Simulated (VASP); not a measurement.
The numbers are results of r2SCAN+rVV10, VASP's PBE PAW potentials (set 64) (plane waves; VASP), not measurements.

A VASP calculation is set up with these files.

**INCAR**
```
SYSTEM = K
PREC = Accurate
ENCUT = 520
EDIFF = 1E-7
NELM = 100
ALGO = Normal
LREAL = .FALSE.
LASPH = .TRUE.
ISMEAR = 1
SIGMA = 0.1
METAGGA = R2SCAN
LUSE_VDW = .TRUE.
BPARAM = 11.95
CPARAM = 0.0093
LMIXTAU = .TRUE.
LWAVE = .FALSE.
LCHARG = .FALSE.
ISIF = 2
```

**POSCAR**
```
K
1
   -2.6932972569     2.6932972569     2.6932972569
    2.6932972569    -2.6932972569     2.6932972569
    2.6932972569     2.6932972569    -2.6932972569
K
1
Direct
  0.0000000000   0.0000000000   0.0000000000
```

File KPOINTS:
```
K-points
0
Gamma
  10 10 10
0 0 0
```

POTCAR, in this order: K_sv (PBE.64 set). Program: vasp_std.

The run wrote:

**OUTCAR**
```
 ion  position               nearest neighbor table
   1  0.000  0.000  0.000-
  LATTYP: Found a body centered cubic cell.
 ALAT       =     5.3865945138
 Subroutine PRICEL returns:
 Original cell was already a primitive cell.
 Subroutine GETGRP returns: Found 48 space group operations
The static configuration has the point symmetry O_h .
The dynamic configuration has the point symmetry O_h .
 Subroutine INISYM returns: Found 48 space group operations
 Subroutine IBZKPT returns following result:
 Found     47 irreducible k-points:

 Following reciprocal coordinates:
            Coordinates               Weight
  0.000000  0.000000  0.000000      1.000000
  0.100000  0.000000  0.000000     12.000000
  0.200000  0.000000  0.000000     12.000000
  0.300000  0.000000  0.000000     12.000000
  0.400000  0.000000  0.000000     12.000000
  0.500000  0.000000  0.000000      6.000000
  0.100000  0.100000  0.000000     24.000000
  0.200000  0.100000 -0.000000     48.000000
  0.300000  0.100000 -0.000000     48.000000
  0.400000  0.100000  0.000000     48.000000
  0.200000  0.200000  0.000000     24.000000
  0.300000  0.200000  0.000000     48.000000
  0.400000  0.200000  0.000000     24.000000
  0.300000  0.300000  0.000000     24.000000
  0.100000  0.100000  0.100000      8.000000
  0.200000  0.100000  0.100000     24.000000
  0.300000  0.100000  0.100000     24.000000
  0.400000  0.100000  0.100000     12.000000
 -0.100000  0.100000  0.100000      6.000000
  0.200000  0.200000  0.100000     24.000000
  0.300000  0.200000  0.100000     48.000000
 -0.200000  0.200000  0.100000     24.000000
  0.300000  0.300000  0.100000      8.000000
 -0.300000  0.300000  0.100000     24.000000
 -0.200000  0.300000  0.100000     24.000000
 -0.400000  0.400000  0.100000     24.000000
 -0.300000  0.400000  0.100000     48.000000
  0.500000  0.500000  0.100000     12.000000
 -0.400000  0.500000  0.100000     48.000000
 -0.300000  0.500000  0.100000     24.000000
 -0.400000 -0.400000  0.100000     24.000000
  0.200000  0.200000  0.200000      8.000000
  0.300000  0.200000  0.200000     12.000000
 -0.200000  0.200000  0.200000      6.000000
 -0.300000  0.300000  0.200000     24.000000
 -0.400000  0.400000  0.200000     24.000000
 -0.300000  0.400000  0.200000     24.000000
  0.500000  0.500000  0.200000     12.000000
 -0.400000  0.500000  0.200000     48.000000
 -0.400000 -0.400000  0.200000      8.000000
   k-points           NKPTS =     47   k-points in BZ     NKDIM =     47   number of bands    NBANDS=      8
   number of dos      NEDOS =    301   number of ions     NIONS =      1
   total plane-waves  NPLWV =  46656
   dimension x,y,z NGX =    36 NGY =   36 NGZ =   36
   dimension x,y,z NGXF=    72 NGYF=   72 NGZF=   72
   ions per type =               1
   PREC   = accura    normal or accurate (medium, high low for compatibility)
   ISTART =      0    job   : 0-new  1-cont  2-samecut
   ICHARG =      2    charge: 1-file 2-atom 10-const
   ISPIN  =      1    spin polarized calculation?
   LNONCOLLINEAR =      F non collinear calculations
   LSORBIT =      F    spin-orbit coupling
   INIWAV =      1    electr: 0-lowe 1-rand  2-diag
   ENCUT  =  520.0 eV  38.22 Ry    6.18 a.u.   8.67  8.67  8.67*2*pi/ulx,y,z
   NELM   =    100;   NELMIN=  2; NELMDL= -5     # of ELM steps
   EDIFF  = 0.1E-06   stopping-criterion for ELM
   LREAL  =      F    real-space projection
   NLSPLINE    = F    spline interpolate recip. space projectors
   LMAXMIX     =    2 max onsite mixed and CHGCAR
   VOSKOWN=      0    Vosko Wilk Nusair interpolation
...
```

File OSZICAR:
```
       N       E                     dE             d eps       ncg     rms          rms(c)
DAV:   1     0.427423708013E+02    0.42742E+02   -0.36976E+03   752   0.876E+02
DAV:   2    -0.616046503155E+01   -0.48903E+02   -0.48649E+02   760   0.221E+02
DAV:   3    -0.799407260483E+01   -0.18336E+01   -0.18306E+01  1288   0.389E+01
DAV:   4    -0.804370241181E+01   -0.49630E-01   -0.49595E-01  1064   0.429E+00
DAV:   5    -0.804426475746E+01   -0.56235E-03   -0.56228E-03  1360   0.378E-01    0.204E+00
DAV:   6    -0.624774065942E+01    0.17965E+01   -0.14977E+00   792   0.119E+01    0.957E-01
DAV:   7    -0.568546615761E+01    0.56227E+00   -0.27997E-01   904   0.480E+00    0.608E-01
DAV:   8    -0.604293545444E+01   -0.35747E+00   -0.22506E-01   768   0.409E+00    0.344E-01
DAV:   9    -0.557800272987E+01    0.46493E+00   -0.18360E-01   752   0.376E+00    0.591E-02
DAV:  10    -0.571278266065E+01   -0.13478E+00   -0.62407E-02   840   0.302E+00    0.723E-02
DAV:  11    -0.571284115407E+01   -0.58493E-04   -0.19903E-03  1368   0.283E-01    0.876E-02
DAV:  12    -0.570801497383E+01    0.48262E-02   -0.77941E-03   752   0.149E+00    0.103E-01
DAV:  13    -0.570866524932E+01   -0.65028E-03   -0.10328E-03   784   0.484E-01    0.776E-02
DAV:  14    -0.562464570281E+01    0.84020E-01   -0.46126E-02   760   0.277E+00    0.357E-01
DAV:  15    -0.569892075064E+01   -0.74275E-01   -0.37062E-02   752   0.205E+00    0.278E-01
DAV:  16    -0.570369693659E+01   -0.47762E-02   -0.19047E-03  1208   0.437E-01    0.237E-01
DAV:  17    -0.570537842450E+01   -0.16815E-02   -0.15773E-02   784   0.126E+00    0.195E-01
DAV:  18    -0.570342578542E+01    0.19526E-02   -0.33994E-04   936   0.136E-01    0.192E-01
DAV:  19    -0.570599237723E+01   -0.25666E-02   -0.62415E-04   912   0.281E-01    0.161E-01
DAV:  20    -0.570270796881E+01    0.32844E-02   -0.19553E-03   768   0.606E-01    0.104E-01
DAV:  21    -0.570231749366E+01    0.39048E-03   -0.23526E-04   968   0.197E-01    0.671E-02
DAV:  22    -0.570201658119E+01    0.30091E-03   -0.91150E-05   800   0.126E-01    0.624E-02
DAV:  23    -0.570131164099E+01    0.70494E-03   -0.43267E-04   816   0.171E-01    0.593E-02
DAV:  24    -0.570132540361E+01   -0.13763E-04   -0.40600E-04   872   0.185E-01    0.257E-02
DAV:  25    -0.570141949330E+01   -0.94090E-04   -0.68876E-05   912   0.725E-02    0.195E-02
DAV:  26    -0.570130303054E+01    0.11646E-03   -0.40595E-04   800   0.166E-01    0.192E-02
DAV:  27    -0.570127386738E+01    0.29163E-04   -0.47683E-05   816   0.828E-02    0.691E-03
DAV:  28    -0.570129840272E+01   -0.24535E-04   -0.16365E-05   920   0.673E-02    0.200E-03
DAV:  29    -0.570129492081E+01    0.34819E-05   -0.10443E-05   840   0.285E-02    0.144E-03
DAV:  30    -0.570129539157E+01   -0.47076E-06   -0.15111E-06   816   0.116E-02    0.819E-04
DAV:  31    -0.570129467338E+01    0.71820E-06   -0.13815E-06   992   0.145E-02    0.846E-04
DAV:  32    -0.570129471037E+01   -0.36997E-07   -0.89309E-07   816   0.983E-03
   1 F= -.57012947E+01 E0= -.57009103E+01  d E =-.115334E-02
```

OUTCAR:
```
------------------------ aborting loop because EDIFF is reached ----------------------------------------
  FORCE on cell =-STRESS in cart. coord.  units (eV):
  Direction    XX          YY          ZZ          XY          YZ          ZX
  --------------------------------------------------------------------------------------
  Total       -0.0822132     -0.0822132     -0.0822132     -0.0000000     -0.0000000      0.0000000
  in kB       -1.6855406     -1.6855406     -1.6855406     -0.0000000     -0.0000000      0.0000000
  external PRESSURE =      -1.6855406 kB  Pullay stress =       0.0000000 kB
  volume of cell :       78.15
      direct lattice vectors                 reciprocal lattice vectors
    -2.693297257  2.693297257  2.693297257     0.000000000  0.185646051  0.185646051
     2.693297257 -2.693297257  2.693297257     0.185646051  0.000000000  0.185646051
     2.693297257  2.693297257 -2.693297257     0.185646051  0.185646051  0.000000000
 POSITION                                       TOTAL-FORCE (eV/Angst)
 -----------------------------------------------------------------------------------
      0.00000      0.00000      0.00000         0.000000     -0.000000      0.000000
 -----------------------------------------------------------------------------------
    total drift:                               -0.000000     -0.000000      0.000000
  FREE ENERGIE OF THE ION-ELECTRON SYSTEM (eV)
  ---------------------------------------------------
  free  energy   TOTEN  =        -5.7012947104 eV

  energy  without entropy=       -5.7001413736  energy(sigma->0) =       -5.70091026
```
(Selected blocks of OUTCAR.)

The compound is K in the bcc structure. This cell is one point of a volume scan, at 1.06 of the reference volume.
